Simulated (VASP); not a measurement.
VASP ran on this input.

INCAR:
```
# general
SYSTEM  =ZrS2
PREC    =Accurate
ENCUT   =520
LREAL   =.False.
LASPH   =.True.   # aspherical one-centre terms

# electronic loop
EDIFF   =1E-7   # SCF stop (eV)
NELM    =100
ALGO    =Normal   # blocked Davidson
LMAXMIX =4   # l cut-off of mixed one-centre charges

# smearing
ISMEAR  =-5   # tetrahedra, Bloechl

# functional
GGA     =BO
LUSE_VDW=.True.
AGGAC   =0.0
PARAM1  =0.1833333333
PARAM2  =0.22

# ions
ISIF    =2   # forces and stress, cell fixed

# output
LWAVE   =.False.
LCHARG  =.True.
LORBIT  =11
NEDOS   =601

# other
LEFG    =.True.
```

KPOINTS:
```
Automatic mesh
0
Gamma
8 8 5
0 0 0
```

**POSCAR**
```
ZrS2
1
    1.8399217282    -3.1868379377     0.0000000000
    1.8399217282     3.1868379377     0.0000000000
    0.0000000000     0.0000000000     5.8271646462
Zr S
1 2
Direct
  0.0000000000   0.0000000000   0.0000000000
  0.3333330000   0.6666670000   0.2497033571
  0.6666670000   0.3333330000   0.7502966429
```

POTCAR, in this order: Zr_sv S (PBE.64 set). Program: vasp_std.

Q: Translate this optB88-vdW calculation to Quantum ESPRESSO's pw.x.

A: One equivalent input (not run):
```
&CONTROL
  calculation = 'scf'
  pseudo_dir = './pseudo'
  outdir = './out'
  tprnfor = .true.
  tstress = .true.
/
&SYSTEM
  ibrav = 0
  nat = 3
  ntyp = 2
  ecutwfc = 66
  occupations = 'tetrahedra'
  input_dft = 'vdw-df-obk8'
/
&ELECTRONS
  conv_thr = 7.3e-09
  electron_maxstep = 100
/
ATOMIC_SPECIES
  Zr 91.224 Zr.upf
  S 32.060 S.upf
CELL_PARAMETERS angstrom
     1.8399217   -3.1868379    0.0000000
     1.8399217    3.1868379    0.0000000
     0.0000000    0.0000000    5.8271646
ATOMIC_POSITIONS crystal
  Zr   0.0000000  0.0000000  0.0000000
  S    0.3333330  0.6666670  0.2497034
  S    0.6666670  0.3333330  0.7502966
K_POINTS automatic
  8 8 5 0 0 0
```
Limits of the translation: the potentials are each code's own (VASP's PAW set, PseudoDojo norm-conserving files in pw.x), so ENCUT and ecutwfc are chosen apart and not converted; conv_thr bounds pw.x's estimated SCF error, while EDIFF bounds the energy change between steps; the field gradients of LEFG aren't asked of the other code.

The compound is ZrS2 in the 1T layered structure. It was relaxed first.
